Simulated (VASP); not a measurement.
Here is the system:

```
CELL_PARAMETERS angstrom
      1.77000    -3.06573     0.00000
      1.77000     3.06573     0.00000
      0.00000     0.00000     5.04000
ATOMIC_POSITIONS crystal
  Pt 0.00000 0.00000 0.00000
  S  0.33333 0.66667 0.23000
  S  0.66667 0.33333 0.77000
```

All values below come from PBE GGA, VASP's PBE PAW potentials (set 64) (plane waves; VASP). Run with 400 eV cut-off, 2×2×1 Monkhorst-Pack mesh, Gaussian smearing of 0.050 eV, potentials Pt S.

Problem. Which forces act on the atoms, in eV/Å?

Solution. 
```
atom     Fx     Fy      Fz
----  -----  -----  ------
Pt1   0.000  0.000   0.000
S2    0.000  0.000   1.845
S3    0.000  0.000  -1.845
```

Problem. Give the stress tensor in GPa (positive for a compressed cell).

Solution. 
```
11.43   0.00   0.00
 0.00  11.43   0.00
 0.00   0.00  10.87
```
The pressure is its mean diagonal, 11.24 GPa.

The compound is PtS2 in the 1T layered structure. The cell was not relaxed at this level. The k-mesh is coarse (spacing up to 1.25 per Å, 2π included), so the numbers may not be converged in it. The run is one of a series of settings (KPOINTS 2×2×1 Monkhorst-Pack mesh against the base run), some of them coarse on purpose.
